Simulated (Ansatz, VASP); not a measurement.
# Cross-check of BH11C6N2F4 between VASP and Ansatz, part 2 of 2

One calculation is typed for both programs; each brings its own data sets. How far apart do they land? The cell is taken from a series of runs on this material, whose earlier steps may have relaxed, scaled, displaced or heated it; both programs get it as it stands.

VASP 6.6.1 and Ansatz 0.2.0.

So far: The starting structure; Ansatz: single point, PBE with D3(BJ).

### 3. VASP: single point, PBE with D3(BJ)

Level of this step: PBE with D3(BJ); plane waves and PAW (C, N, H, B, F) (VASP).

The same cell, functional and mesh now go to VASP, with its own data sets.

Lines of VASP's logs that name or quote its potential files are left out, and so is its time.

File INCAR:

```
SYSTEM = BH11C6N2F4
PREC = Accurate
ENCUT = 600
EDIFF = 1E-06
NELM = 120
ISMEAR = 0
SIGMA = 0.01
LREAL = Auto
ALGO = Normal
GGA = PE
IVDW = 12
NBANDS = 328
LORBIT = 11
LWAVE = .FALSE.
LCHARG = .FALSE.
ISIF = 2
LASPH = .TRUE.
GGA_COMPAT = .FALSE.
EFERMI = MIDGAP
```

File POSCAR:

```
BH11C6N2F4
1.0
   11.5837000000      0.0000000000      0.0000000000
    0.0000000000     11.5837000000      0.0000000000
    0.0000000000      0.0000000000     11.5837000000
C N H B F
36 12 66 6 24
Direct
    0.8133800000      0.7911800000      0.4029800000
    0.8762200000      0.6767100000      0.3898400000
    0.7345500000      0.5091500000      0.3842200000
    0.6862200000      0.4384800000      0.4654800000
    0.7038800000      0.4180300000      0.6818500000
    0.8073000000      0.5569300000      0.5549900000
    0.4838700000      0.2308000000      0.2603600000
    0.3956900000      0.3103900000      0.2043100000
    0.2145100000      0.1950600000      0.2517500000
    0.1182200000      0.2147600000      0.3172200000
    0.0428900000      0.3845600000      0.4323100000
    0.2262200000      0.3730900000      0.3215200000
    0.5526000000      0.1808800000      0.8321600000
    0.5716400000      0.0649100000      0.7743000000
    0.6695800000      0.8805100000      0.8418100000
    0.6538800000      0.8049600000      0.9311900000
    0.5213500000      0.7978400000      0.1053100000
    0.5300900000      0.9497500000      0.9530900000
    0.9188200000      0.7963500000      0.1066800000
    0.9794900000      0.9087600000      0.1367600000
    0.8681500000      0.0976800000      0.1089300000
    0.8418000000      0.1643700000      0.0149900000
    0.8919200000      0.1547500000      0.8017200000
    0.9452900000      0.0149500000      0.9542700000
    0.5237500000      0.7268200000      0.5586400000
    0.4204500000      0.7529500000      0.4820000000
    0.4268000000      0.9716500000      0.5003200000
    0.3491900000      0.0549700000      0.5318400000
    0.1419900000      0.0554500000      0.6001600000
    0.2609200000      0.8854000000      0.5415500000
[... 108 atom lines left out ...]
    0.2757800000      0.3519600000      0.5881300000
    0.4184600000      0.4567600000      0.6824600000
    0.9011100000      0.8742900000      0.6948200000
    0.0581000000      0.8189600000      0.8044000000
    0.0332600000      0.7436200000      0.6209800000
    0.9108500000      0.6888500000      0.7688400000
```

File KPOINTS:

```
Automatic mesh
0
Gamma
1 1 1
0 0 0
```

PAW data sets: C, N, H, B and F (PBE family, release 64).

Started as:

```
$ export OMP_NUM_THREADS=3
$ mpirun -np 1 vasp_gam
```

Numbers of over 12 decimals in the logs are rounded to 6 here.

The log of the run:

```text
[banner, memory and clock lines left out]
running    1 mpi-ranks, on    1 nodes
[...]
Offloading initialized ...    1 GPUs detected
[...]
LDA part: xc-table for (Slater+PW92), standard interpolation
 POSCAR, INCAR and KPOINTS ok, starting setup
[...]
entering main loop
       N       E                     dE             d eps       ncg     rms          rms(c)
DAV:   1     0.398890281997E+04    0.39889E+04   -0.27216E+05   656   0.147E+03
DAV:   2    -0.488066504049E+03   -0.44770E+04   -0.42844E+04   816   0.344E+02
DAV:   3    -0.896680381736E+03   -0.40861E+03   -0.40548E+03   792   0.107E+02
DAV:   4    -0.905544332742E+03   -0.88640E+01   -0.88306E+01   816   0.175E+01
[...]
DAV:  17    -0.844440811609E+03    0.32069E-05   -0.66965E-06   768   0.894E-03    0.330E-03
DAV:  18    -0.844440810202E+03    0.14070E-05   -0.25583E-06   688   0.537E-03    0.189E-03
DAV:  19    -0.844440809659E+03    0.54252E-06   -0.94730E-07   560   0.356E-03
   1 F= -.85155583E+03 E0= -.85155583E+03  d E =0.000000E+00
```

From OUTCAR (step 3):

```text
  FREE ENERGIE OF THE ION-ELECTRON SYSTEM (eV)
  ---------------------------------------------------
  free  energy   TOTEN  =      -851.5558300941 eV

  energy  without entropy=     -851.5558300941  energy(sigma->0) =     -851.55583009
```

The run ends at a pressure of -0.27 GPa, with forces up to 0.20 eV/Å.

### 4. Side by side

Known differences besides the potentials themselves: fixed occupations in Ansatz, narrow Gaussian smearing in VASP; the cutoff is 420 eV in Ansatz and 600 eV in VASP (PREC = Accurate, projectors in real space). Total energies have different zeros and are not compared.

Compared:

```
              quantity  Ansatz   VASP  difference
        pressure (GPa)   -0.31  -0.27       -0.04
gap on the k mesh (eV)   4.539  4.537      +0.001
```

Forces on 9 of the 144 atoms, those with the largest forces and the largest differences (eV/Å; atoms numbered as in POSCAR):

```
atom         Ansatz x, y, z           VASP x, y, z
F121  -0.001, 0.002, -0.003  -0.132, 0.112, -0.034
F122  -0.004, -0.008, 0.006  -0.067, -0.162, 0.090
F124   0.001, 0.001, -0.005  0.089, -0.040, -0.160
F128  -0.006, -0.003, 0.004    0.038, 0.170, 0.014
F129   0.005, 0.005, -0.006  -0.033, -0.080, 0.152
F134   0.013, 0.011, -0.009  -0.114, -0.104, 0.056
F139   -0.017, 0.001, 0.004  -0.184, -0.062, 0.012
F140    0.002, 0.000, 0.005    0.044, 0.089, 0.152
F142  0.008, -0.003, -0.002    0.123, 0.050, 0.117
```

The forces differ by 46 meV/Å r.m.s., where the r.m.s. force is 0.007 eV/Å in Ansatz and 0.045 eV/Å in VASP: the atoms lie near their places of rest in Ansatz, so a percentage would say little (all taken over all components). A gap on the mesh is an upper bound, since the band edges may lie between its points.

### 5. Results

```
r.m.s. force difference (single point, PBE with D3(BJ)) : 46 meV/Å
```

In words: The r.m.s. force difference is 46 meV/Å (single point, PBE with D3(BJ)), beyond the 12 meV/Å picked in this series as the mark of a large difference. What causes the difference of the single point, PBE with D3(BJ) pair stays open here. Such differences can come from data sets, numerical settings and the points named under the comparisons, not from the functional's error against experiment.

[Lines on the potential files, build, host, timing and source positions are cut from VASP's logs without a mark.]

[Logs are printed without paths, hosts, clocks, repeated set-up lines and the standing remarks that a program may print on its own settings, such as how far it seeks lower states.]

[Hosts, paths, dates, database ids (printed as entryN), source tags and the programs' standing remarks are cut or masked in the printed files.]
